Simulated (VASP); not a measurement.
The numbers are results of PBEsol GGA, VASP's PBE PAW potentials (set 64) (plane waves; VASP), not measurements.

VASP ran on this input.

KPOINTS:
```
Automatic mesh
0
G
 5 5 5
```

**INCAR**
```
EDIFF  =  1E-6
LCHARG  =  .False.
EDIFFG  =  -0.02   ! ionic stop
IBRION  =  2
ENCUT  =  400
SIGMA  =  0.1   ! width (eV)
NELM  =  100   ! most electronic steps
LASPH  =  .True.   ! aspherical one-centre terms
ALGO  =  Normal   ! blocked Davidson
NSW  =  60
GGA  =  PS
LREAL  =  .False.   ! projection in real space or not
LWAVE  =  .False.
PREC  =  Accurate
ISIF  =  3   ! ions, shape and volume
SYSTEM  =  Hg3MgTe4
LMAXMIX  =  6   ! l cut-off of mixed one-centre charges
ISMEAR  =  1
```

POSCAR:
```
Hg3MgTe4
1.0
  6.5028421680   0.0000000000   0.0000000000
  0.0000000000   6.5028421680   0.0000000000
  0.0000000000   0.0000000000   6.5028421680
Mg Te Hg
1 4 3
Cart
  0.0000000000   6.5028421680   6.5028421680
  1.6142989065   1.6142989065   1.6142989065
  4.8885432615   4.8885432615   1.6142989065
  4.8885432615   1.6142989065   4.8885432615
  1.6142989065   4.8885432615   4.8885432615
  3.2514210840   3.2514210840   6.5028421680
  3.2514210840   6.5028421680   3.2514210840
  0.0000000000   3.2514210840   3.2514210840
```

POTCAR, in this order: Mg Te Hg (PBE.64 set). Program: vasp_std.

Unless said otherwise, spin-orbit coupling is left out, though it shifts the bands of the heavy elements here.

**Question.** What does the run give for the energy per atom (σ→0), volume per atom, band gap (on the k-mesh)?

**Answer.** 
- energy per atom (σ→0) = -2.491 eV/atom
- band gap (on the k-mesh) = none (metal, semimetal or under 0.01 eV)
- volume per atom = 34.26 Å^3/atom

OSZICAR:
```
...
DAV:   1    -0.199319422206E+02   -0.56312E-02   -0.11856E-01   780   0.258E+00    0.549E-01
DAV:   2    -0.199270946443E+02    0.48476E-02   -0.14183E-02   780   0.108E+00    0.170E-01
DAV:   3    -0.199266191004E+02    0.47554E-03   -0.20338E-03   816   0.257E-01    0.188E-01
DAV:   4    -0.199265560455E+02    0.63055E-04   -0.24553E-04   783   0.111E-01    0.299E-02
DAV:   5    -0.199265259465E+02    0.30099E-04   -0.14680E-04   810   0.945E-02    0.244E-02
DAV:   6    -0.199265273477E+02   -0.14013E-05   -0.96893E-06   785   0.214E-02    0.166E-02
DAV:   7    -0.199265266628E+02    0.68493E-06   -0.24686E-06   484   0.128E-02
   2 F= -.19926527E+02 E0= -.19926689E+02  d E =-.215311E-03
```

The structure was generated: Hg3MgTe4 was put into an ordered model structure (P-43m), which need not be its known phase. This run relaxes it. Symmetry was kept, so distortions that lower it aren't found. The start is the result of an earlier pass.
